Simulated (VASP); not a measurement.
# MnHg (Pm-3m) in VASP: further runs

Runs on MnHg. Level: r2SCAN. Tasks: single point.

Program: VASP 6.6.1. These are calculated values, not measurements. Logs are shortened: lines on timing, memory, paths and dates and some standing lists are left out, and cuts for length are marked.

### Step 1. The structure

It takes space group Pm-3m (No. 221, cubic). The conventional cell has a = 3.315 Å, b = 3.315 Å, c = 3.315 Å, α = 90.00°, β = 90.00°, γ = 90.00°. Hg (site symmetry m-3m) has 8 Mn at 2.87 Å as nearest neighbours. Mn (site symmetry m-3m) is surrounded by 8 Hg at 2.87 Å.

### Step 2. Single point, r2SCAN, collinear spin, ferromagnetic start

Input file INCAR:

```
SYSTEM = MnHg
  PREC = Accurate
  ENCUT = 350
  EDIFF = 1E-6
  ISMEAR = 1
  SIGMA = 0.15
  LREAL = .FALSE.
  LASPH = .TRUE.
  NELM = 100
  ALGO = Normal
  ISIF = 2
  LWAVE = .FALSE.
  LCHARG = .FALSE.
  ISPIN = 2
  MAGMOM = 0 4
  LORBIT = 11
  LMAXMIX = 4
  METAGGA = R2SCAN
  LMIXTAU = .TRUE.
  NBANDS = 24
  ADDGRID = .FALSE.
```

Input file KPOINTS:

```
regular mesh
0
G
  6 6 6
  0 0 0
```

Input file POSCAR:

```
MnHg
1.0
    3.3150000000      0.0000000000      0.0000000000
    0.0000000000      3.3150000000      0.0000000000
    0.0000000000      0.0000000000      3.3150000000
Hg Mn
1 1
Direct
    0.0000000000      0.0000000000      0.0000000000
    0.5000000000      0.5000000000      0.5000000000
```

Potentials or basis: VASP PAW PBE potentials, release 64 (Hg, Mn_pv).

The run is started by

```
$ cat potpaw_PBE.64/Hg/POTCAR potpaw_PBE.64/Mn_pv/POTCAR > POTCAR
$ mpirun -np 1 vasp_std > vasp.out
```

OUTCAR:

```text
SYSTEM = MnHg
   PREC = Accurate
   ENCUT = 350
   EDIFF = 1E-6
   ISMEAR = 1
   LREAL = .FALSE.
   LASPH = .TRUE.
   NELM = 100
   ISIF = 2
   ISPIN = 2
   LORBIT = 11
   METAGGA = R2SCAN

 Found     20 irreducible k-points:

 Following reciprocal coordinates:
            Coordinates               Weight
  0.000000  0.000000  0.000000      1.000000
  0.166667  0.000000  0.000000      6.000000
  0.333333  0.000000  0.000000      6.000000
  0.500000  0.000000  0.000000      3.000000
  0.166667  0.166667  0.000000     12.000000
  0.333333  0.166667  0.000000     24.000000
   k-points           NKPTS =     20   k-points in BZ     NKDIM =     20   number of bands    NBANDS=     24
   number of dos      NEDOS =    301   number of ions     NIONS =      2
   total plane-waves  NPLWV =   8000
   dimension x,y,z NGX =    20 NGY =   20 NGZ =   20
   dimension x,y,z NGXF=    40 NGYF=   40 NGZF=   40
   ions per type =               1   1
   NGX,Y,Z   is equivalent  to a cutoff of  10.03, 10.03, 10.03 a.u.
   NGXF,Y,Z  is equivalent  to a cutoff of  20.06, 20.06, 20.06 a.u.
 SYSTEM =  MnHg
   PREC   = accura    normal or accurate (medium, high low for compatibility)
   ISTART =      0    job   : 0-new  1-cont  2-samecut
   ICHARG =      2    charge: 1-file 2-atom 10-const
   ISPIN  =      2    spin polarized calculation?
   LNONCOLLINEAR =      F non collinear calculations
   LSORBIT =      F    spin-orbit coupling
   LASPH  =      T    aspherical Exc in radial PAW
   ENCUT  =  350.0 eV  25.72 Ry    5.07 a.u.   5.06  5.06  5.06*2*pi/ulx,y,z
   NELM   =    100;   NELMIN=  2; NELMDL= -5     # of ELM steps
   EDIFF  = 0.1E-05   stopping-criterion for ELM
   LREAL  =      F    real-space projection
   EDIFFG = 0.1E-04   stopping-criterion for IOM
   NSW    =      0    number of steps for IOM
   IBRION =     -1    ionic relax: 0-MD 1-quasi-New 2-CG
   NFREE  =      0    steps in history (QN), initial steepest desc. (CG)
   ISIF   =      2    stress and relaxation
   ISYM   =      2    0-nonsym 1-usesym 2-fastsym
   POTIM  = 0.5000    time-step for ionic-motion
   TEBEG  =    0.0;   TEEND  =   0.0 temperature during run
   PSTRESS=    0.0 pullay stress
   NELECT =      25.0000    total number of electrons
   NUPDOWN=      -1.0000    fix difference up-down
   EMIN   =  10.00;   EMAX   =-10.00  energy-range for DOS
   EFERMI =   0.00;   METHOD = LEGACY
   ISMEAR =     1;   SIGMA  =   0.15  broadening in eV -4-tet -1-fermi 0-gaus
   EFERMI_NEDOS =   21; number of points for ismear=-14 and -15
   IALGO  =     38    algorithm
   IMIX   =      4    mixing-type and parameters
     AMIX     =   0.40;   BMIX     =  1.00
     AMIX_MAG =   1.60;   BMIX_MAG =  1.00
  volume/ion in A,a.u.               =      18.21       122.92
  Fermi-wavevector in a.u.,A,eV,Ry     =   1.444014  2.728790 28.370534  2.085175
  Thomas-Fermi vector in A             =   2.562356
   LORBIT       =     11    0 simple, 1 ext, 2 COOP (PROOUT), +10 PAW based schemes
   METAGGA = R2SCAN    functional components
   LHFCALC =     F    Hartree Fock is set to
   AEXX    =    0.0000 exact exchange contribution
   IVDW    =     0    specifies the selected vdW correction
   LEPSILON=     F    determine dielectric tensor
   LRPA    =     F    only Hartree local field effects (RPA)
 spin polarized calculation
 Methfessel and Paxton  Order N= 1 SIGMA  =   0.15
  energy-cutoff  :      350.00
  volume of cell :       36.43
 maximum number of plane-waves:       554
   NGX = 11   NGY = 11   NGZ = 11

 number of electron      24.9999975 magnetization       4.2501190

 Free energy of the ion-electron system (eV)
  ---------------------------------------------------
  ext. energy  EPLUGINS =         0.00000000
  ---------------------------------------------------
  free energy    TOTEN  =       -64.06143818 eV

  energy without entropy =      -64.06271374  energy(sigma->0) =      -64.06186336

 E-fermi :   5.6783     XC(G=0): -12.6473

 val. band max:        5.4980604011   @ k =   0.3333   0.3333   0.0000
 cond. band min:       5.7059573439   @ k =   0.5000   0.5000   0.0000
 fundamental gap:      0.2078969428
 Fermi energy:         5.6783097802

 spin component 1

 k-point     1 :       0.0000    0.0000    0.0000
  band No.  band energies     occupation
      1     -47.4632      1.00000
      2     -47.4632      1.00000
      3     -47.4632      1.00000
      4      -4.5956      1.00000
      5      -3.1564      1.00000
      6      -3.1564      1.00000
[... 16 lines left out ...]
     23      23.2405      0.00000
     24      27.1044      0.00000

 k-point     2 :       0.1667    0.0000    0.0000
  band No.  band energies     occupation
      1     -47.4673      1.00000
      2     -47.4629      1.00000
      3     -47.4629      1.00000
      4      -4.1609      1.00000
      5      -3.0779      1.00000
      6      -2.9367      1.00000
[... 16 lines left out ...]
     23      22.7398      0.00000
     24      23.5003      0.00000

 k-point     3 :       0.3333    0.0000    0.0000
  band No.  band energies     occupation
      1     -47.4753      1.00000
      2     -47.4625      1.00000
      3     -47.4625      1.00000
      4      -3.3118      1.00000
      5      -2.9106      1.00000
      6      -2.2029      1.00000
[... 16 lines left out ...]
     23      20.1885      0.00000
     24      24.7409      0.00000

 k-point     4 :       0.5000    0.0000    0.0000
  band No.  band energies     occupation
      1     -47.4796      1.00000
      2     -47.4623      1.00000
      3     -47.4623      1.00000
      4      -3.0125      1.00000
      5      -2.8205      1.00000
      6      -2.2801      1.00000
[... 16 lines left out ...]
     23      19.5299      0.00000
     24      29.3469      0.00000

 k-point     5 :       0.1667    0.1667    0.0000
  band No.  band energies     occupation
      1     -47.4671      1.00000
      2     -47.4668      1.00000
      3     -47.4627      1.00000
      4      -3.7596      1.00000
      5      -2.9360      1.00000
      6      -2.8056      1.00000
[... 16 lines left out ...]
     23      23.2261      0.00000
     24      23.4273      0.00000

 k-point     6 :       0.3333    0.1667    0.0000
  band No.  band energies     occupation
      1     -47.4749      1.00000
      2     -47.4663      1.00000
      3     -47.4621      1.00000
      4      -3.1190      1.00000
      5      -2.7506      1.00000
      6      -2.4801      1.00000
[... 16 lines left out ...]
     23      24.1138      0.00000
     24      24.5490      0.00000

 [... further k-points ...]

 spin component 2

 k-point     1 :       0.0000    0.0000    0.0000
  band No.  band energies     occupation
      1     -41.7030      1.00000
      2     -41.7030      1.00000
      3     -41.7030      1.00000
      4      -4.5301      1.00000
      5      -3.1166      1.00000
      6      -3.1166      1.00000
[... 16 lines left out ...]
     23      23.3705      0.00000
     24      28.7846      0.00000

 k-point     2 :       0.1667    0.0000    0.0000
  band No.  band energies     occupation
      1     -41.7087      1.00000
      2     -41.7027      1.00000
      3     -41.7027      1.00000
      4      -4.1049      1.00000
      5      -3.0614      1.00000
      6      -2.8891      1.00000
[... 16 lines left out ...]
     23      23.2128      0.00000
     24      24.7207      0.00000

 k-point     3 :       0.3333    0.0000    0.0000
  band No.  band energies     occupation
      1     -41.7195      1.00000
      2     -41.7021      1.00000
      3     -41.7021      1.00000
      4      -3.3649      1.00000
      5      -2.9479      1.00000
      6      -2.1666      1.00000
[... 16 lines left out ...]
     23      20.9658      0.00000
     24      25.9077      0.00000

 k-point     4 :       0.5000    0.0000    0.0000
  band No.  band energies     occupation
      1     -41.7254      1.00000
      2     -41.7018      1.00000
      3     -41.7018      1.00000
      4      -3.1256      1.00000
      5      -2.8891      1.00000
      6      -2.2636      1.00000
[... 16 lines left out ...]
     23      19.4511      0.00000
     24      29.5700      0.00000

 k-point     5 :       0.1667    0.1667    0.0000
  band No.  band energies     occupation
      1     -41.7084      1.00000
      2     -41.7079      1.00000
      3     -41.7023      1.00000
      4      -3.6991      1.00000
      5      -2.9073      1.00000
      6      -2.7813      1.00000
[... 16 lines left out ...]
     23      23.5929      0.00000
     24      24.8778      0.00000

 k-point     6 :       0.3333    0.1667    0.0000
  band No.  band energies     occupation
      1     -41.7189      1.00000
      2     -41.7072      1.00000
      3     -41.7015      1.00000
      4      -3.1343      1.00000
      5      -2.7320      1.00000
      6      -2.4363      1.00000
[... 16 lines left out ...]
     23      25.0522      0.00000
     24      25.4858      0.00000

 [... further k-points ...]
[... 5 lines left out ...]
  --------------------------------------------------------------------------------------
  -------------------------------------------------------------------------------------
  Total        0.2343702      0.2343702      0.2343702      0.0000000     -0.0000000      0.0000000
  in kB       10.3077126     10.3077126     10.3077126      0.0000000     -0.0000000      0.0000000
  external PRESSURE =      10.3077126 kB  Pullay stress =       0.0000000 kB

 VOLUME and BASIS-vectors are now :
 -----------------------------------------------------------------------------
  energy-cutoff  :      350.00
  volume of cell :       36.43
      direct lattice vectors                 reciprocal lattice vectors
     3.315000000  0.000000000  0.000000000     0.301659125  0.000000000  0.000000000
     0.000000000  3.315000000  0.000000000     0.000000000  0.301659125  0.000000000
     0.000000000  0.000000000  3.315000000     0.000000000  0.000000000  0.301659125

 POSITION                                       TOTAL-FORCE (eV/Angst)
 -----------------------------------------------------------------------------------
      0.00000      0.00000      0.00000         0.000000      0.000000      0.000000
      1.65750      1.65750      1.65750         0.000000      0.000000      0.000000
 -----------------------------------------------------------------------------------
    total drift:                               -0.000000      0.000000      0.000000

  FREE ENERGIE OF THE ION-ELECTRON SYSTEM (eV)
  ---------------------------------------------------
  free  energy   TOTEN  =       -64.0614381764 eV

  energy  without entropy=      -64.0627137395  energy(sigma->0) =      -64.06186336

 total charge

# of ion       s       p       d       tot
------------------------------------------
    1        0.834   0.556   9.232  10.622
    2        0.275   6.185   4.904  11.363
--------------------------------------------------
tot          1.109   6.741  14.135  21.986

 magnetization (x)

# of ion       s       p       d       tot
------------------------------------------
    1       -0.041  -0.074   0.057  -0.057
    2        0.039   0.027   4.099   4.165
--------------------------------------------------
tot         -0.002  -0.046   4.156   4.108
```

Wall time 64 s (1 thread of Intel Xeon Platinum 8259CL at 2.50GHz (Skylake/Cascade Lake), shared host); peak memory 0.14 GiB.

The run converged, but some of its settings lie outside the range that counts as converged, so its numbers aren't taken as properties of the crystal.

Results:

```yaml
Free_energy: -64.0614 eV
Pressure: 1.0 GPa
Band_gap_on_the_k_mesh: none (metal or under the smearing width)
Net_moment: 4.25 μB per cell
Site_moments: Hg -0.06; Mn +4.17 μB
Valence_electrons_inside_the_program's_atomic_spheres: Hg 10.62; Mn 11.36
```

Caveat: the PAW data sets were made with another functional, which shifts forces and pressure a little.

### Step 3. Single point, r2SCAN, collinear spin, ferromagnetic start

INCAR is that of step 2.

KPOINTS is that of step 2.

Input file POSCAR:

```
MnHg
1.0
    3.3150000000      0.0000000000      0.0000000000
    0.0000000000      3.3150000000      0.0000000000
    0.0000000000      0.0000000000      3.3150000000
Hg Mn
1 1
Direct
   -0.0058010000      0.0109980000     -0.0122330000
    0.5154140000      0.4990250000      0.4770600000
```

Potentials or basis: VASP PAW PBE potentials, release 64 (Hg, Mn_pv).

The run is started by

```
$ cat potpaw_PBE.64/Hg/POTCAR potpaw_PBE.64/Mn_pv/POTCAR > POTCAR
$ mpirun -np 1 vasp_std > vasp.out
```

Wall time 4.9 min (1 thread of Intel Xeon Platinum 8259CL at 2.50GHz (Skylake/Cascade Lake), shared host); peak memory 0.2 GiB.

These settings aren't checked as converged: the numbers below hold their error.

What came out:

| Item | Value |
| --- | --- |
| Free energy | -64.0471 eV |
| Pressure | 1.2 GPa |
| Largest force | 0.312 eV/Å |
| Band gap on the k mesh | none (metal or under the smearing width) |
| Net moment | 4.25 μB per cell |
| Site moments | Hg -0.06; Mn +4.16 μB |
| Valence electrons inside the program's atomic spheres | Hg 10.62; Mn 11.37 |

Caveat: the PAW data sets were made with another functional, which shifts forces and pressure a little.

### Step 4. The reference run

An earlier run on the cell as given: functional PBE; potentials or basis VASP PAW PBE potentials, release 64 (Hg, Mn_pv); cutoff 520 eV; k mesh 8 × 8 × 8; occupations fermi-dirac, width 0.05 eV; collinear spin, ferromagnetic start; starting moments [0.0, 4.0] μB.

- Pressure: 1.0 GPa
- Band gap on the k mesh: none (metal or under the smearing width)
- Net moment: 3.91 μB per cell
- Site moments: Hg -0.06; Mn +3.83 μB
- Valence electrons inside the program's atomic spheres: Hg 10.59; Mn 11.40
